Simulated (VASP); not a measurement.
# NbAl2N3 (Immm) in VASP: notebook

Runs on NbAl2N3. Level: PBE. Tasks: relaxation of cell and atoms.

All numbers are computed with VASP 6.6.1; they aren't measurements. Logs are shortened: lines on timing, memory, paths and dates and some standing lists are left out, and cuts for length are marked.

### Step 1. The structure

Symmetry: Immm, No. 71, orthorhombic system. The conventional cell has a = 2.898 Å, b = 4.232 Å, c = 9.240 Å, α = 90.00°, β = 90.00°, γ = 90.00°. Around Al (site symmetry mm2) lie 6 N at 1.97 to 2.14 Å. Nb (site symmetry mmm) has 6 N at 2.12 to 2.25 Å as nearest neighbours. N (site symmetry mm2) has 4 Al at 1.97 to 2.12 Å and 2 Nb at 2.25 Å as nearest neighbours. Around N (site symmetry mmm) lie 2 Nb at 2.12 Å and 4 Al at 2.14 Å.

The cell was built by a generator and needn't be a form met in nature.

### Step 2. Relaxation of cell and atoms, PBE

Contents of INCAR:

```
  PREC = Accurate
  ENCUT = 520
  EDIFF = 1E-6
  ISMEAR = 0
  SIGMA = 0.1
  LREAL = False
  LASPH = True
  NELM = 120
  ALGO = Normal
  ISIF = 3
  LWAVE = False
  LCHARG = False
  GGA = PE
  IBRION = 2
  NSW = 90
  EDIFFG = -0.01
  KPAR = 8
```

Contents of KPOINTS:

```
regular mesh
0
Gamma
  12 12 12
```

Contents of POSCAR:

```
NbAl2N3
1.0
   -1.4490000000      2.1160000000      4.6200000000
    1.4490000000     -2.1160000000      4.6200000000
    1.4490000000      2.1160000000     -4.6200000000
Al Nb N
2 1 3
Direct
    0.6700216500      0.6700216500      0.0000000000
    0.3299783500      0.3299783500      0.0000000000
    0.0000000000      0.0000000000      0.0000000000
    0.8141774900      0.3141774900      0.5000000000
    0.1858225100      0.6858225100      0.5000000000
    0.5000000000      0.0000000000      0.5000000000
```

Potentials or basis: VASP PAW PBE potentials, release 64 (Al, Nb_sv, N).

On the command line:

```bash
$ cat potpaw_PBE.64/Al/POTCAR potpaw_PBE.64/Nb_sv/POTCAR potpaw_PBE.64/N/POTCAR > POTCAR
$ mpirun -np 8 vasp_std > vasp.out
```

OUTCAR:

```text
PREC = Accurate
   ENCUT = 520
   EDIFF = 1E-6
   ISMEAR = 0
   LREAL = False
   LASPH = True
   NELM = 120
   ISIF = 3
   GGA = PE
   IBRION = 2
   NSW = 90
   EDIFFG = -0.01

 ion  position               nearest neighbor table
   1  0.670  0.670  0.000-   4 1.97   4 1.97   5 2.12   5 2.12   6 2.14   6 2.14   2 2.96   2 2.96
                             2 2.96   2 2.96   3 3.01   3 3.01   3 3.01   3 3.01   3 3.05   2 3.14
   2  0.330  0.330  0.000-   5 1.97   5 1.97   4 2.12   4 2.12   6 2.14   6 2.14   1 2.96   1 2.96
                             1 2.96   1 2.96   3 3.01   3 3.01   3 3.01   3 3.01   3 3.05   1 3.14
   3  0.000  0.000  0.000-   6 2.12   6 2.12   4 2.25   5 2.25   4 2.25   5 2.25   1 3.01   1 3.01
                             1 3.01   2 3.01   2 3.01   2 3.01   1 3.01   2 3.01   2 3.05   1 3.05
   4  0.814  0.314  0.500-   1 1.97   1 1.97   2 2.12   2 2.12   3 2.25   3 2.25
   5  0.186  0.686  0.500-   2 1.97   2 1.97   1 2.12   1 2.12   3 2.25   3 2.25
   6  0.500  0.000  0.500-   3 2.12   3 2.12   1 2.14   1 2.14   2 2.14   2 2.14

  LATTYP: Found a body centered orthorhombic cell.
 ALAT       =     2.8980000000
 B/A-ratio  =     1.4603174603
 C/A-ratio  =     3.1884057971

  Lattice vectors:

 A1 = (  -1.4490000000,   2.1160000000,   4.6200000000)
 A2 = (   1.4490000000,  -2.1160000000,   4.6200000000)
 A3 = (   1.4490000000,   2.1160000000,  -4.6200000000)

Analysis of symmetry for initial positions (statically):
=====================================================================
 Subroutine PRICEL returns:
 Original cell was already a primitive cell.

 Routine SETGRP: Setting up the symmetry group for a
 body centered orthorhombic supercell.

 Subroutine GETGRP returns: Found  8 space group operations
 (whereof  8 operations were pure point group operations)
 out of a pool of  8 trial point group operations.

The static configuration has the point symmetry D_2h.

Analysis of symmetry for dynamics (positions and initial velocities):
=====================================================================
 Subroutine PRICEL returns:
 Original cell was already a primitive cell.

 Routine SETGRP: Setting up the symmetry group for a
 body centered orthorhombic supercell.

 Subroutine GETGRP returns: Found  8 space group operations
 (whereof  8 operations were pure point group operations)
 out of a pool of  8 trial point group operations.

The dynamic configuration has the point symmetry D_2h.

 Subroutine INISYM returns: Found  8 space group operations
 (whereof  8 operations are pure point group operations),
 and found     1 'primitive' translations

----------------------------------------------------------------------------------------

                                     Primitive cell

  volume of cell :      56.6612

  direct lattice vectors                    reciprocal lattice vectors
    -1.449000000  2.116000000  4.620000000     0.000000000  0.236294896  0.108225108
     1.449000000 -2.116000000  4.620000000     0.345065562  0.000000000  0.108225108
     1.449000000  2.116000000 -4.620000000     0.345065562  0.236294896  0.000000000

  length of vectors
     5.284075794  5.284075794  5.284075794     0.259899888  0.361639208  0.418217073

  position of ions in fractional coordinates (direct lattice)
     0.670021650  0.670021650  0.000000000
     0.329978350  0.329978350  0.000000000
     0.000000000  0.000000000  0.000000000
     0.814177490  0.314177490  0.500000000
     0.185822510  0.685822510  0.500000000
     0.500000000  0.000000000  0.500000000

  ion indices of the primitive-cell ions
   primitive index   ion index
                 1           1
                 2           2
                 3           3
                 4           4
                 5           5
                 6           6

----------------------------------------------------------------------------------------

 KPOINTS: regular mesh

Automatic generation of k-mesh.
 Grid dimensions read from file:
 generate k-points for:   12   12   12

 Generating k-lattice:

  Cartesian coordinates                     Fractional coordinates (reciprocal lattice)
     0.000000000  0.019691241  0.009018759     0.083333333  0.000000000 -0.000000000
     0.028755464  0.000000000  0.009018759     0.000000000  0.083333333 -0.000000000
     0.028755464  0.019691241  0.000000000     0.000000000  0.000000000  0.083333333

  Length of vectors
     0.021658324  0.030136601  0.034851423

  Shift w.r.t. Gamma in fractional coordinates (k-lattice)
     0.000000000  0.000000000  0.000000000

 Subroutine IBZKPT returns following result:
 ===========================================

 Found    280 irreducible k-points:

 Following reciprocal coordinates:
            Coordinates               Weight
  0.000000  0.000000  0.000000      1.000000
  0.083333 -0.000000  0.000000      4.000000
  0.166667 -0.000000  0.000000      4.000000
  0.250000  0.000000 -0.000000      4.000000
  0.333333 -0.000000  0.000000      4.000000
  0.416667  0.000000  0.000000      4.000000
[... 16 lines left out ...]
  0.250000  0.166667  0.000000      8.000000
  0.333333  0.166667  0.000000      8.000000
 [... further k-points ...]
   k-points           NKPTS =    280   k-points in BZ     NKDIM =    280   number of bands    NBANDS=     21
   number of dos      NEDOS =    301   number of ions     NIONS =      6
   total plane-waves  NPLWV =  64000
   dimension x,y,z NGX =    40 NGY =   40 NGZ =   40
   dimension x,y,z NGXF=    80 NGYF=   80 NGZF=   80
   ions per type =               2   1   3
   NGX,Y,Z   is equivalent  to a cutoff of  12.58, 12.58, 12.58 a.u.
   NGXF,Y,Z  is equivalent  to a cutoff of  25.17, 25.17, 25.17 a.u.
 SYSTEM =  unknown system
   PREC   = accura    normal or accurate (medium, high low for compatibility)
   ISTART =      0    job   : 0-new  1-cont  2-samecut
   ICHARG =      2    charge: 1-file 2-atom 10-const
   ISPIN  =      1    spin polarized calculation?
   LNONCOLLINEAR =      F non collinear calculations
   LSORBIT =      F    spin-orbit coupling
   LASPH  =      T    aspherical Exc in radial PAW
   ENCUT  =  520.0 eV  38.22 Ry    6.18 a.u.   9.82  9.82  9.82*2*pi/ulx,y,z
   NELM   =    120;   NELMIN=  2; NELMDL= -5     # of ELM steps
   EDIFF  = 0.1E-05   stopping-criterion for ELM
   LREAL  =      F    real-space projection
   EDIFFG = -.1E-01   stopping-criterion for IOM
   NSW    =     90    number of steps for IOM
   IBRION =      2    ionic relax: 0-MD 1-quasi-New 2-CG
   NFREE  =      1    steps in history (QN), initial steepest desc. (CG)
   ISIF   =      3    stress and relaxation
   ISYM   =      2    0-nonsym 1-usesym 2-fastsym
   POTIM  = 0.5000    time-step for ionic-motion
   TEBEG  =    0.0;   TEEND  =   0.0 temperature during run
   PSTRESS=    0.0 pullay stress
   NELECT =      34.0000    total number of electrons
   NUPDOWN=      -1.0000    fix difference up-down
   EMIN   =  10.00;   EMAX   =-10.00  energy-range for DOS
   EFERMI =   0.00;   METHOD = LEGACY
   ISMEAR =     0;   SIGMA  =   0.10  broadening in eV -4-tet -1-fermi 0-gaus
   EFERMI_NEDOS =   21; number of points for ismear=-14 and -15
   IALGO  =     38    algorithm
   IMIX   =      4    mixing-type and parameters
     AMIX     =   0.40;   BMIX     =  1.00
     AMIX_MAG =   1.60;   BMIX_MAG =  1.00
  volume/ion in A,a.u.               =       9.44        63.73
  Fermi-wavevector in a.u.,A,eV,Ry     =   1.380827  2.609384 25.941983  1.906682
  Thomas-Fermi vector in A             =   2.505668
   LORBIT       =      0    0 simple, 1 ext, 2 COOP (PROOUT), +10 PAW based schemes
   GGA     = PE    functional components
   LHFCALC =     F    Hartree Fock is set to
   AEXX    =    0.0000 exact exchange contribution
   IVDW    =     0    specifies the selected vdW correction
   LEPSILON=     F    determine dielectric tensor
   LRPA    =     F    only Hartree local field effects (RPA)
 conjugate gradient relaxation of ions
 non-spin polarized calculation
 Gauss-broadening in eV      SIGMA  =   0.10
  energy-cutoff  :      520.00
  volume of cell :       56.66
 maximum number of plane-waves:      1543
   NGX = 19   NGY = 19   NGZ = 19

--------------------------------------- Ionic step        1  -------------------------------------------

 number of electron      33.9999999 magnetization

 Free energy of the ion-electron system (eV)
  ---------------------------------------------------
  ext. energy  EPLUGINS =         0.00000000
  ---------------------------------------------------
  free energy    TOTEN  =       -48.41403072 eV

  energy without entropy =      -48.40707039  energy(sigma->0) =      -48.41055056

------------------------ aborting loop because EDIFF is reached ----------------------------------------

  FORCE on cell =-STRESS in cart. coord.  units (eV):
  Direction    XX          YY          ZZ          XY          YZ          ZX
  --------------------------------------------------------------------------------------
  -------------------------------------------------------------------------------------
  Total       -0.2861901      0.3134881     -0.6656804      0.0000000      0.0000000      0.0000000
  in kB       -8.0924336      8.8643243    -18.8230635      0.0000000      0.0000000      0.0000000
  external PRESSURE =      -6.0170576 kB  Pullay stress =       0.0000000 kB
[... 185 lines left out ...]
  energy  without entropy=      -48.4096754205  energy(sigma->0) =      -48.41345246

--------------------------------------- Ionic step        6  -------------------------------------------

 number of electron      33.9999999 magnetization

 Free energy of the ion-electron system (eV)
  ---------------------------------------------------
  ext. energy  EPLUGINS =         0.00000000
  ---------------------------------------------------
  free energy    TOTEN  =       -48.41734087 eV

  energy without entropy =      -48.40973828  energy(sigma->0) =      -48.41353957

 E-fermi :  12.3011     XC(G=0): -12.5080

 val. band max:       12.2986912545   @ k =  -0.4167   0.4167   0.0833
 cond. band min:      12.3016523771   @ k =  -0.0833  -0.2500   0.0833
 fundamental gap:      0.0029611227
 Fermi energy:        12.3010980499

 k-point     1 :       0.0000    0.0000    0.0000
  band No.  band energies     occupation
      1     -43.6554      2.00000
      2     -19.9509      2.00000
      3     -19.8945      2.00000
      4     -19.2583      2.00000
      5      -6.4237      2.00000
      6      -4.1667      2.00000
[... 550 lines left out ...]
      5      -5.0989      2.00000
      6      -3.9410      2.00000
[... 13 lines left out ...]
     20      15.3377      0.00000
     21      16.7097      0.00000

 [... further k-points ...]
[... 5 lines left out ...]
  --------------------------------------------------------------------------------------
  -------------------------------------------------------------------------------------
  Total       -0.0089651     -0.0058063     -0.0151751      0.0000000      0.0000000      0.0000000
  in kB       -0.2541983     -0.1646334     -0.4302781      0.0000000      0.0000000      0.0000000
  external PRESSURE =      -0.2830366 kB  Pullay stress =       0.0000000 kB
[... 21 lines left out ...]
  FREE ENERGIE OF THE ION-ELECTRON SYSTEM (eV)
  ---------------------------------------------------
  free  energy   TOTEN  =       -48.4173408685 eV

  energy  without entropy=      -48.4097382760  energy(sigma->0) =      -48.41353957

 reached required accuracy - stopping structural energy minimisation
```

Wall time 2.4 min (8 MPI ranks of Intel Xeon 6975P-C (Granite Rapids), shared host); peak memory 0.53 GiB.

Results:

| Quantity | Value |
| --- | --- |
| Free energy | -48.4173 eV |
| Relaxed volume | 9.42 Å³/atom |
| Relaxed cell | a = 5.267 Å, b = 5.267 Å, c = 5.267 Å, α = 148.14°, β = 132.41°, γ = 58.42° |
| Space group after relaxing (to 0.05 Å) | Immm (No. 71) |
| Energy gained by relaxing | 0.6 meV/atom |
| Ionic steps | 6 |
| Pressure after relaxing | 0.0 GPa |
| Largest force after relaxing | 0.006 eV/Å |
| Band gap on the k mesh | none (metal or under the smearing width) |

Forces on the atoms (eV/Å):
```
Al   0.000  0.000 -0.005
Al   0.000  0.000  0.005
Nb   0.000  0.000  0.000
N    0.000  0.000 -0.006
N    0.000  0.000  0.006
N    0.000  0.000  0.000
```

The path:
```
step  energy change (eV)  largest force (eV/Å)  pressure (GPa)  volume (Å³)
   1              0.0000                0.1161           -0.60        56.66
   2             -0.0027                0.0549            0.68        56.37
   3             -0.0028                0.0535            0.50        56.41
   4             -0.0031                0.0364           -0.38        56.59
   5             -0.0032                0.0302           -0.14        56.54
   6             -0.0033                0.0057           -0.03        56.51
```

Final structure:
```
Al Nb N
1.0
    -1.44567    2.12534    4.59765
     1.44567   -2.12534    4.59765
     1.44567    2.12534   -4.59765
Al Nb N
2 1 3
Direct
  0.66945 0.66945 0.00000
  0.33055 0.33055 0.00000
  0.00000 0.00000 0.00000
  0.81459 0.31459 0.50000
  0.18541 0.68541 0.50000
  0.50000 0.00000 0.50000
```

### Step 3. Relaxation of cell and atoms, PBE

This run uses another cell than the first one, of 9.42 Å³/atom, 0.997 times its volume.

INCAR: that of step 2 with these lines changed.

```diff
@@ -2,3 +2,3 @@
   ENCUT = 520
-  EDIFF = 1E-6
+  EDIFF = 1E-7
   ISMEAR = 0
@@ -14,4 +14,5 @@
   IBRION = 2
-  NSW = 90
-  EDIFFG = -0.01
+  NSW = 60
+  EDIFFG = -0.005
+  POTIM = 0.3
   KPAR = 8
```

KPOINTS is that of step 2.

Contents of POSCAR:

```
NbAl2N3                                 
1.0
   -1.4456708601      2.1253406132      4.5976452578
    1.4456708601     -2.1253406132      4.5976452578
    1.4456708601      2.1253406132     -4.5976452578
  Al              Nb              N             
     2     1     3
Direct
     0.6694490294299994    0.6694490294299994    0.0000000000000000
     0.3305509705700005    0.3305509705700005    1.0000000000000000
     0.0000000000000000    0.0000000000000000    0.0000000000000000
     0.8145885522920022    0.3145885522920021    0.5000000000000000
     0.1854114477079979    0.6854114477079978    0.5000000000000000
     0.5000000000000000    0.0000000000000000    0.5000000000000000
```

Potentials or basis: VASP PAW PBE potentials, release 64 (Al, Nb_sv, N).

On the command line:

```bash
$ cat potpaw_PBE.64/Al/POTCAR potpaw_PBE.64/Nb_sv/POTCAR potpaw_PBE.64/N/POTCAR > POTCAR
$ mpirun -np 8 vasp_std > vasp.out
```

It took 57 s on 8 MPI ranks of Intel Xeon 6975P-C (Granite Rapids), shared host; peak memory 0.52 GiB.

The run converged. Its results:

| Item | Value |
| --- | --- |
| Free energy | -48.4172 eV |
| Energy gained by relaxing | 0.0 meV/atom |
| Ionic steps | 2 |
| Pressure after relaxing | 0.0 GPa |
| Largest force after relaxing | 0.003 eV/Å |
| Band gap on the k mesh | none (metal or under the smearing width) |

Forces in eV/Å, atoms in the order of the input:
```
Al   0.000  0.000 -0.003
Al   0.000  0.000  0.003
Nb   0.000  0.000  0.000
N    0.000  0.000 -0.002
N    0.000  0.000  0.002
N    0.000  0.000  0.000
```

Final structure:
```cif
data_structure
_symmetry_space_group_name_H-M 'P 1'
_symmetry_Int_Tables_number 1
_cell_length_a 5.2672
_cell_length_b 5.2672
_cell_length_c 5.2672
_cell_angle_alpha 148.140
_cell_angle_beta 132.406
_cell_angle_gamma 58.418
_cell_volume 56.50
loop_
_atom_site_label
_atom_site_type_symbol
_atom_site_fract_x
_atom_site_fract_y
_atom_site_fract_z
_atom_site_occupancy
Al1 Al 0.66943 0.66943 0.00000 1
Al2 Al 0.33057 0.33057 0.00000 1
Nb1 Nb 0.00000 0.00000 0.00000 1
N1 N 0.81457 0.31457 0.50000 1
N2 N 0.18543 0.68543 0.50000 1
N3 N 0.50000 0.00000 0.50000 1
```

Levels at points of the mesh, in eV from the Fermi level:
```csv
k point,band 15,band 16,band 17,band 18,band 19,band 20
"(0.00, 0.00, 0.00)",-2.40,-2.33,-1.57,0.36,0.95,1.91
"(0.50, 0.00, 0.00)",-3.79,-3.28,-1.70,1.85,2.77,2.85
"(0.00, 0.50, 0.00)",-3.42,-3.36,-2.05,-0.54,1.49,3.55
"(0.50, 0.50, 0.00)",-4.05,-3.84,0.77,1.45,3.29,3.45
"(0.50, 0.50, 0.50)",-3.66,-3.05,-2.70,0.86,1.00,2.42
```
